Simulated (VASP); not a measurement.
# Ca2SiSe6 (Fm-3m) in VASP: single point with PBE

Aim: the single point of Ca2SiSe6 with PBE.

Program: VASP 6.6.1. These are calculated values, not measurements. Logs are shortened: lines on timing, memory, paths and dates and some standing lists are left out, and cuts for length are marked.

### Step 1. The cell of the first run

It takes space group Fm-3m (No. 225, cubic). The conventional cell has a = 9.512 Å, b = 9.512 Å, c = 9.512 Å, α = 90.00°, β = 90.00°, γ = 90.00°. Ca (site symmetry -43m) has 12 Se at 3.36 Å as nearest neighbours. Around Si (site symmetry m-3m) lie 6 Se at 2.39 Å. Around Se (site symmetry 4mm) lie 1 Si at 2.39 Å.

The cell was built by a generator and needn't be a form met in nature.

### Step 2. Single point, PBE (species swapped into the Cs2SbBr6 type (Fm-3m, No. 225))

File INCAR:

```
SYSTEM = Ca2SiSe6
PREC = Accurate
ENCUT = 520
EDIFF = 1E-6
ISMEAR = 0
SIGMA = 0.1
LREAL = .False.
LASPH = .True.
NELM = 100
ALGO = Fast
ISIF = 2
LWAVE = .False.
LCHARG = .False.
GGA = PE
NBANDS = 40
```

File KPOINTS:

```
regular mesh
0
Gamma
  8 8 8
  0 0 0
```

File POSCAR:

```
Ca2SiSe6
1.0
    0.0000000000      4.7559912979      4.7559912979
    4.7559912979      0.0000000000      4.7559912979
    4.7559912979      4.7559912979      0.0000000000
Ca Si Se
2 1 6
Direct
    0.7500000000      0.7500000000      0.7500000000
    0.2500000000      0.2500000000      0.2500000000
    0.5000000000      0.5000000000      0.5000000000
    0.2488122030      0.2488122030      0.7511877970
    0.7511877970      0.7511877970      0.2488122030
    0.7511877970      0.2488122030      0.7511877970
    0.2488122030      0.7511877970      0.2488122030
    0.7511877970      0.2488122030      0.2488122030
    0.2488122030      0.7511877970      0.7511877970
```

Potentials or basis: VASP PAW PBE potentials, release 64 (Ca_sv, Si, Se).

Launch:

```sh
$ cat potpaw_PBE.64/Ca_sv/POTCAR potpaw_PBE.64/Si/POTCAR potpaw_PBE.64/Se/POTCAR > POTCAR
$ mpirun -np 1 vasp_std > vasp.out
```

OUTCAR:

```text
SYSTEM = Ca2SiSe6
   PREC = Accurate
   ENCUT = 520
   EDIFF = 1E-6
   ISMEAR = 0
   LREAL = .False.
   LASPH = .True.
   NELM = 100
   ISIF = 2
   GGA = PE

 ion  position               nearest neighbor table
   1  0.750  0.750  0.750-
   2  0.250  0.250  0.250-
   3  0.500  0.500  0.500-   4 2.39   5 2.39   6 2.39   7 2.39   8 2.39   9 2.39
   4  0.249  0.249  0.751-   3 2.39
   5  0.751  0.751  0.249-   3 2.39
   6  0.751  0.249  0.751-   3 2.39
   7  0.249  0.751  0.249-   3 2.39
   8  0.751  0.249  0.249-   3 2.39
   9  0.249  0.751  0.751-   3 2.39

  LATTYP: Found a face centered cubic cell.
 ALAT       =     9.5119825958

  Lattice vectors:

 A1 = (   0.0000000000,   4.7559912979,   4.7559912979)
 A2 = (   4.7559912979,   0.0000000000,   4.7559912979)
 A3 = (   4.7559912979,   4.7559912979,   0.0000000000)

Analysis of symmetry for initial positions (statically):
=====================================================================
 Subroutine PRICEL returns:
 Original cell was already a primitive cell.

 Routine SETGRP: Setting up the symmetry group for a
 face centered cubic supercell.

 Subroutine GETGRP returns: Found 48 space group operations
 (whereof 48 operations were pure point group operations)
 out of a pool of 48 trial point group operations.

The static configuration has the point symmetry O_h .

Analysis of symmetry for dynamics (positions and initial velocities):
=====================================================================
 Subroutine PRICEL returns:
 Original cell was already a primitive cell.

 Routine SETGRP: Setting up the symmetry group for a
 face centered cubic supercell.

 Subroutine GETGRP returns: Found 48 space group operations
 (whereof 48 operations were pure point group operations)
 out of a pool of 48 trial point group operations.

The dynamic configuration has the point symmetry O_h .

 Subroutine INISYM returns: Found 48 space group operations
 (whereof 48 operations are pure point group operations),
 and found     1 'primitive' translations

----------------------------------------------------------------------------------------

                                     Primitive cell

  volume of cell :     215.1558

  direct lattice vectors                    reciprocal lattice vectors
     0.000000000  4.755991298  4.755991298    -0.105130554  0.105130554  0.105130554
     4.755991298  0.000000000  4.755991298     0.105130554 -0.105130554  0.105130554
[... 109 lines left out ...]
   PSTRESS=    0.0 pullay stress
   NELECT =      60.0000    total number of electrons
   NUPDOWN=      -1.0000    fix difference up-down
   EMIN   =  10.00;   EMAX   =-10.00  energy-range for DOS
   EFERMI =   0.00;   METHOD = LEGACY
   ISMEAR =     0;   SIGMA  =   0.10  broadening in eV -4-tet -1-fermi 0-gaus
   EFERMI_NEDOS =   21; number of points for ismear=-14 and -15
   IALGO  =     68    algorithm
   IMIX   =      4    mixing-type and parameters
     AMIX     =   0.40;   BMIX     =  1.00
     AMIX_MAG =   1.60;   BMIX_MAG =  1.00
  volume/ion in A,a.u.               =      23.91       161.33
  Fermi-wavevector in a.u.,A,eV,Ry     =   1.069566  2.021186 15.564672  1.143971
  Thomas-Fermi vector in A             =   2.205249
   LORBIT       =      0    0 simple, 1 ext, 2 COOP (PROOUT), +10 PAW based schemes
   GGA     = PE    functional components
   LHFCALC =     F    Hartree Fock is set to
   AEXX    =    0.0000 exact exchange contribution
   IVDW    =     0    specifies the selected vdW correction
   LEPSILON=     F    determine dielectric tensor
   LRPA    =     F    only Hartree local field effects (RPA)
 non-spin polarized calculation
 RMM-DIIS sequential band-by-band and
 Gauss-broadening in eV      SIGMA  =   0.10
  energy-cutoff  :      520.00
  volume of cell :      215.16
 maximum number of plane-waves:      5825
   NGX = 25   NGY = 25   NGZ = 25

 number of electron      60.0000013 magnetization

 Free energy of the ion-electron system (eV)
  ---------------------------------------------------
  ext. energy  EPLUGINS =         0.00000000
  ---------------------------------------------------
  free energy    TOTEN  =       -35.86294468 eV

  energy without entropy =      -35.81964773  energy(sigma->0) =      -35.84129620

 E-fermi :   3.7874     XC(G=0):  -9.5140

 val. band max:        3.7862658727   @ k =   0.3750   0.0000   0.0000
 cond. band min:       3.7906621586   @ k =   0.5000   0.1250   0.0000
 fundamental gap:      0.0043962858
 Fermi energy:         3.7873963467

 k-point     1 :       0.0000    0.0000    0.0000
  band No.  band energies     occupation
      1     -37.5484      2.00000
      2     -37.5476      2.00000
      3     -18.5240      2.00000
      4     -18.5240      2.00000
      5     -18.5240      2.00000
      6     -18.5163      2.00000
[... 1021 lines left out ...]
     39       7.7789      0.00000
     40       7.9858      0.00000

 [... further k-points ...]

------------------------ aborting loop because EDIFF is reached ----------------------------------------

  FORCE on cell =-STRESS in cart. coord.  units (eV):
  Direction    XX          YY          ZZ          XY          YZ          ZX
  --------------------------------------------------------------------------------------
  -------------------------------------------------------------------------------------
  Total        0.0785642      0.0785642      0.0785642     -0.0000000      0.0000000     -0.0000000
  in kB        0.5850350      0.5850350      0.5850350     -0.0000000      0.0000000     -0.0000000
  external PRESSURE =       0.5850350 kB  Pullay stress =       0.0000000 kB

 VOLUME and BASIS-vectors are now :
 -----------------------------------------------------------------------------
  energy-cutoff  :      520.00
  volume of cell :      215.16
      direct lattice vectors                 reciprocal lattice vectors
     0.000000000  4.755991298  4.755991298    -0.105130554  0.105130554  0.105130554
     4.755991298  0.000000000  4.755991298     0.105130554 -0.105130554  0.105130554
     4.755991298  4.755991298  0.000000000     0.105130554  0.105130554 -0.105130554

 POSITION                                       TOTAL-FORCE (eV/Angst)
 -----------------------------------------------------------------------------------
      7.13399      7.13399      7.13399         0.000000     -0.000000      0.000000
      2.37800      2.37800      2.37800        -0.000000     -0.000000     -0.000000
      4.75599      4.75599      4.75599         0.000000     -0.000000      0.000000
      4.75599      4.75599      2.36670         0.000000     -0.000000     -0.006906
      4.75599      4.75599      7.14529         0.000000     -0.000000      0.006906
      4.75599      7.14529      4.75599         0.000000      0.006906      0.000000
      4.75599      2.36670      4.75599         0.000000     -0.006906      0.000000
      2.36670      4.75599      4.75599        -0.006906     -0.000000      0.000000
      7.14529      4.75599      4.75599         0.006906     -0.000000      0.000000
 -----------------------------------------------------------------------------------
    total drift:                                0.000000      0.000000     -0.000000

  FREE ENERGIE OF THE ION-ELECTRON SYSTEM (eV)
  ---------------------------------------------------
  free  energy   TOTEN  =       -35.8629446827 eV

  energy  without entropy=      -35.8196477251  energy(sigma->0) =      -35.84129620
```

OSZICAR:

```text
N       E                     dE             d eps       ncg     rms          rms(c)
DAV:   1     0.440283176754E+03    0.44028E+03   -0.26767E+04  2320   0.134E+03
DAV:   2     0.269013318317E+01   -0.43759E+03   -0.42467E+03  2776   0.315E+02
DAV:   3    -0.345954835026E+02   -0.37286E+02   -0.36815E+02  3512   0.800E+01
DAV:   4    -0.360352759113E+02   -0.14398E+01   -0.14315E+01  3536   0.148E+01
DAV:   5    -0.361085630005E+02   -0.73287E-01   -0.73255E-01  3440   0.235E+00    0.961E+00
RMM:   6    -0.358917057300E+02    0.21686E+00   -0.45518E-01  2790   0.218E+00    0.571E+00
RMM:   7    -0.358607678916E+02    0.30938E-01   -0.60392E-01  2898   0.291E+00    0.703E-01
RMM:   8    -0.358586394061E+02    0.21285E-02   -0.10245E-01  3093   0.127E+00    0.239E-01
RMM:   9    -0.358624522864E+02   -0.38129E-02   -0.43642E-02  3687   0.612E-01    0.196E-01
RMM:  10    -0.358628697547E+02   -0.41747E-03   -0.78598E-03  3728   0.258E-01    0.139E-01
RMM:  11    -0.358627586853E+02    0.11107E-03   -0.28998E-03  3564   0.168E-01    0.585E-02
RMM:  12    -0.358628847325E+02   -0.12605E-03   -0.13672E-03  3687   0.126E-01    0.342E-02
RMM:  13    -0.358629080296E+02   -0.23297E-04   -0.50046E-04  3694   0.689E-02    0.118E-02
RMM:  14    -0.358629281065E+02   -0.20077E-04   -0.22544E-04  3811   0.404E-02    0.164E-02
RMM:  15    -0.358629386827E+02   -0.10576E-04   -0.91969E-05  3552   0.232E-02    0.156E-02
RMM:  16    -0.358629414506E+02   -0.27679E-05   -0.39034E-05  3644   0.203E-02    0.576E-03
RMM:  17    -0.358629437148E+02   -0.22642E-05   -0.18612E-05  3198   0.134E-02    0.122E-03
RMM:  18    -0.358629446827E+02   -0.96787E-06   -0.75645E-06  2665   0.864E-03
   1 F= -.35862945E+02 E0= -.35841296E+02  d E =-.432970E-01
```

Wall time 6.2 min (1 thread of Intel Xeon Platinum 8488C (Sapphire Rapids), shared host); peak memory 0.48 GiB.

Results:

* Free energy: -35.8629 eV
* Pressure: 0.1 GPa
* Largest force: 0.007 eV/Å
* Band gap on the k mesh: none (metal or under the smearing width)

Forces in eV/Å, atoms in the order of the input:
```
Ca   0.000  0.000  0.000
Ca   0.000  0.000  0.000
Si   0.000  0.000  0.000
Se   0.000  0.000 -0.007
Se   0.000  0.000  0.007
Se   0.000  0.007  0.000
Se   0.000 -0.007  0.000
Se  -0.007  0.000  0.000
Se   0.007  0.000  0.000
```
